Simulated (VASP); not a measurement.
Output of a VASP run:

### OUTCAR
```
 ion  position               nearest neighbor table
   1  0.333  0.667  0.250-   2 3.52   2 3.52   2 3.52   2 3.52   2 3.52   2 3.52
   2  0.667  0.333  0.750-   1 3.52   1 3.52   1 3.52   1 3.52   1 3.52   1 3.52
  LATTYP: Found a hexagonal cell.
 ALAT       =     3.5999996072
 C/A-ratio  =     1.5805557280
 Subroutine PRICEL returns:
 Original cell was already a primitive cell.
 Subroutine GETGRP returns: Found 24 space group operations
The static configuration has the point symmetry D_3d.
 The point group associated with its full space group is D_6h.
The dynamic configuration has the point symmetry D_3d.
 Subroutine INISYM returns: Found 24 space group operations
 Subroutine IBZKPT returns following result:
 Found     64 irreducible k-points:

 Following reciprocal coordinates:
            Coordinates               Weight
  0.000000  0.000000  0.000000      1.000000
  0.090909 -0.000000  0.000000      6.000000
  0.181818  0.000000  0.000000      6.000000
  0.272727 -0.000000  0.000000      6.000000
  0.363636 -0.000000  0.000000      6.000000
  0.454545  0.000000  0.000000      6.000000
  0.090909  0.090909  0.000000      6.000000
  0.181818  0.090909  0.000000     12.000000
  0.272727  0.090909  0.000000     12.000000
  0.363636  0.090909  0.000000     12.000000
  0.454545  0.090909  0.000000      6.000000
  0.181818  0.181818  0.000000      6.000000
  0.272727  0.181818  0.000000     12.000000
  0.363636  0.181818  0.000000     12.000000
  0.272727  0.272727  0.000000      6.000000
  0.363636  0.272727  0.000000      6.000000
  0.000000  0.000000  0.166667      2.000000
  0.090909 -0.000000  0.166667     12.000000
  0.181818  0.000000  0.166667     12.000000
  0.272727 -0.000000  0.166667     12.000000
  0.363636 -0.000000  0.166667     12.000000
  0.454545  0.000000  0.166667     12.000000
  0.090909  0.090909  0.166667     12.000000
  0.181818  0.090909  0.166667     24.000000
  0.272727  0.090909  0.166667     24.000000
  0.363636  0.090909  0.166667     24.000000
  0.454545  0.090909  0.166667     12.000000
  0.181818  0.181818  0.166667     12.000000
  0.272727  0.181818  0.166667     24.000000
  0.363636  0.181818  0.166667     24.000000
  0.272727  0.272727  0.166667     12.000000
  0.363636  0.272727  0.166667     12.000000
  0.000000  0.000000  0.333333      2.000000
  0.090909 -0.000000  0.333333     12.000000
  0.181818  0.000000  0.333333     12.000000
  0.272727 -0.000000  0.333333     12.000000
  0.363636 -0.000000  0.333333     12.000000
  0.454545  0.000000  0.333333     12.000000
  0.090909  0.090909  0.333333     12.000000
  0.181818  0.090909  0.333333     24.000000
   k-points           NKPTS =     64   k-points in BZ     NKDIM =     64   number of bands    NBANDS=     13
   number of dos      NEDOS =    301   number of ions     NIONS =      2
   total plane-waves  NPLWV =  32928
   dimension x,y,z NGX =    28 NGY =   28 NGZ =   42
   dimension x,y,z NGXF=    56 NGYF=   56 NGZF=   84
   ions per type =               2
   PREC   = accura    normal or accurate (medium, high low for compatibility)
   ISTART =      0    job   : 0-new  1-cont  2-samecut
   ICHARG =      2    charge: 1-file 2-atom 10-const
   ISPIN  =      1    spin polarized calculation?
   LNONCOLLINEAR =      F non collinear calculations
   LSORBIT =      F    spin-orbit coupling
   INIWAV =      1    electr: 0-lowe 1-rand  2-diag
   ENCUT  =  520.0 eV  38.22 Ry    6.18 a.u.   6.69  6.69 10.58*2*pi/ulx,y,z
   NELM   =    100;   NELMIN=  2; NELMDL= -5     # of ELM steps
   EDIFF  = 0.1E-05   stopping-criterion for ELM
   LREAL  =      F    real-space projection
   NLSPLINE    = F    spline interpolate recip. space projectors
   LMAXMIX     =    6 max onsite mixed and CHGCAR
   VOSKOWN=      0    Vosko Wilk Nusair interpolation
   EDIFFG = -.1E-01   stopping-criterion for IOM
   NSW    =     60    number of steps for IOM
...
```

### OSZICAR
```
...
DAV:   6    -0.376242495538E+01   -0.17833E-01   -0.16109E-02  1952   0.107E+00    0.138E+01
DAV:   7    -0.378011499267E+01   -0.17690E-01   -0.33763E-02  1827   0.156E+00    0.209E-01
DAV:   8    -0.378038671778E+01   -0.27173E-03   -0.14182E-03  1984   0.292E-01    0.822E-02
DAV:   9    -0.378049835012E+01   -0.11163E-03   -0.35069E-04  1824   0.131E-01    0.431E-02
DAV:  10    -0.378048937026E+01    0.89799E-05   -0.32378E-05  1979   0.425E-02    0.301E-02
DAV:  11    -0.378049687661E+01   -0.75064E-05   -0.13047E-05  1854   0.218E-02    0.218E-03
DAV:  12    -0.378049714014E+01   -0.26354E-06   -0.22704E-07  1057   0.333E-03
   1 F= -.37804971E+01 E0= -.37806733E+01  d E =-.378050E+01
       N       E                     dE             d eps       ncg     rms          rms(c)
DAV:   1    -0.382850255535E+01   -0.48006E-01   -0.93403E-01  1664   0.771E+00    0.115E+00
DAV:   2    -0.379795055558E+01    0.30552E-01   -0.62113E-02  1694   0.215E+00    0.539E-01
DAV:   3    -0.378453261615E+01    0.13418E-01   -0.33964E-02  1814   0.145E+00    0.203E-01
DAV:   4    -0.378450570094E+01    0.26915E-04   -0.20097E-03  1999   0.390E-01    0.156E-01
DAV:   5    -0.378450861236E+01   -0.29114E-05   -0.24768E-04  1719   0.106E-01    0.193E-02
DAV:   6    -0.378450660047E+01    0.20119E-05   -0.18390E-05  2085   0.324E-02    0.963E-03
DAV:   7    -0.378450511540E+01    0.14851E-05   -0.13344E-06  1000   0.107E-02    0.209E-03
DAV:   8    -0.378450514726E+01   -0.31854E-07   -0.18980E-07   892   0.421E-03
   2 F= -.37845051E+01 E0= -.37845346E+01  d E =-.400801E-02
       N       E                     dE             d eps       ncg     rms          rms(c)
DAV:   1    -0.378587246624E+01   -0.13674E-02   -0.25618E-02  1664   0.128E+00    0.192E-01
DAV:   2    -0.378504123049E+01    0.83124E-03   -0.17096E-03  1694   0.356E-01    0.890E-02
DAV:   3    -0.378467451984E+01    0.36671E-03   -0.89094E-04  1827   0.233E-01    0.323E-02
DAV:   4    -0.378467057857E+01    0.39413E-05   -0.58935E-05  1999   0.663E-02    0.246E-02
DAV:   5    -0.378466783961E+01    0.27390E-05   -0.67069E-06  1709   0.173E-02    0.338E-03
DAV:   6    -0.378466770648E+01    0.13313E-06   -0.43963E-07   867   0.543E-03
   3 F= -.37846677E+01 E0= -.37847223E+01  d E =-.417057E-02
       N       E                     dE             d eps       ncg     rms          rms(c)
DAV:   1    -0.378524170867E+01   -0.57387E-03   -0.19961E-02  1674   0.105E+00    0.941E-02
DAV:   2    -0.378496856210E+01    0.27315E-03   -0.35902E-04  1944   0.165E-01    0.558E-02
DAV:   3    -0.378484649381E+01    0.12207E-03   -0.14639E-04  2097   0.943E-02    0.266E-02
DAV:   4    -0.378484427608E+01    0.22177E-05   -0.25701E-05  2159   0.375E-02    0.143E-02
DAV:   5    -0.378484401287E+01    0.26321E-06   -0.76881E-07   892   0.714E-03
   4 F= -.37848440E+01 E0= -.37849184E+01  d E =-.176306E-03
       N       E                     dE             d eps       ncg     rms          rms(c)
DAV:   1    -0.378549263446E+01   -0.64836E-03   -0.29326E-02  1674   0.127E+00    0.114E-01
DAV:   2    -0.378509439126E+01    0.39824E-03   -0.52492E-04  1944   0.199E-01    0.672E-02
DAV:   3    -0.378491663277E+01    0.17776E-03   -0.21401E-04  2097   0.114E-01    0.320E-02
DAV:   4    -0.378491341070E+01    0.32221E-05   -0.37698E-05  2172   0.454E-02    0.171E-02
DAV:   5    -0.378491312594E+01    0.28476E-06   -0.11298E-06   908   0.860E-03
   5 F= -.37849131E+01 E0= -.37849991E+01  d E =-.245419E-03
```

OUTCAR:
```
------------------------ aborting loop because EDIFF is reached ----------------------------------------
  FORCE on cell =-STRESS in cart. coord.  units (eV):
  Direction    XX          YY          ZZ          XY          YZ          ZX
  --------------------------------------------------------------------------------------
  Total        0.0016205      0.0016205      0.0032123      0.0000000      0.0000000      0.0000000
  in kB        0.0414754      0.0414754      0.0822165      0.0000000      0.0000000      0.0000000
  external PRESSURE =       0.0550558 kB  Pullay stress =       0.0000000 kB
  volume of cell :       62.60
      direct lattice vectors                 reciprocal lattice vectors
     1.794772685 -3.108637029 -0.000000000     0.278586812 -0.160842194  0.000000000
     1.794772685  3.108637029  0.000000000     0.278586812  0.160842194  0.000000000
    -0.000000000 -0.000000000  5.609914510     0.000000000 -0.000000000  0.178255836
 POSITION                                       TOTAL-FORCE (eV/Angst)
 -----------------------------------------------------------------------------------
      1.79477      1.03621      1.40248         0.000000     -0.000000      0.000000
      1.79477     -1.03621      4.20744        -0.000000      0.000000      0.000000
 -----------------------------------------------------------------------------------
    total drift:                                0.000003      0.000108     -0.000011
  FREE ENERGIE OF THE ION-ELECTRON SYSTEM (eV)
  ---------------------------------------------------
  free  energy   TOTEN  =        -3.7849131259 eV

  energy  without entropy=       -3.7851711796  energy(sigma->0) =       -3.78499914

 reached required accuracy - stopping structural energy minimisation
```
(Selected blocks of OUTCAR.)

POSCAR:
```
Tb
1
    1.8000000000    -3.1176910000     0.0000000000
    1.8000000000     3.1176910000     0.0000000000
    0.0000000000     0.0000000000     5.6900000000
Tb
2
Direct
  0.3333330000   0.6666670000   0.2500000000
  0.6666670000   0.3333330000   0.7500000000
```

**Question.** Write an INCAR and KPOINTS that could have produced this output.

**Answer.** This is not unique; one that fits is the input of the run itself, optB88-vdW, plane waves, VASP's PBE PAW potentials (set 64).

**KPOINTS**
```
Regular mesh
0
Gamma
  11 11 6
```

INCAR:
```
PARAM2 = 0.22
LASPH = .TRUE.   # aspherical one-centre terms
ISIF = 3   # ions, shape and volume
IBRION = 2   # conjugate gradients
LREAL = .FALSE.   # projection in real space or not
PREC = Accurate
LWAVE = .FALSE.
NELM = 100   # most electronic steps
ALGO = Normal
AGGAC = 0.0
LUSE_VDW = .TRUE.
EDIFFG = -0.01   # ionic stop
GGA = BO
ISMEAR = 1   # Methfessel-Paxton
SIGMA = 0.1   # width (eV)
PARAM1 = 0.1833333333
NSW = 60
SYSTEM = Tb
ENCUT = 520
LMAXMIX = 6
LCHARG = .FALSE.
EDIFF = 1E-6
```

POTCAR, in this order: Tb_3 (PBE.64 set). Program: vasp_std.

The 4f electrons are frozen in the core of the lanthanide potential, so 4f levels, which can set the real gap, and their magnetism are missing.

The compound is Tb in the hcp structure. This run relaxes it. Symmetry was kept, so distortions that lower it aren't found.
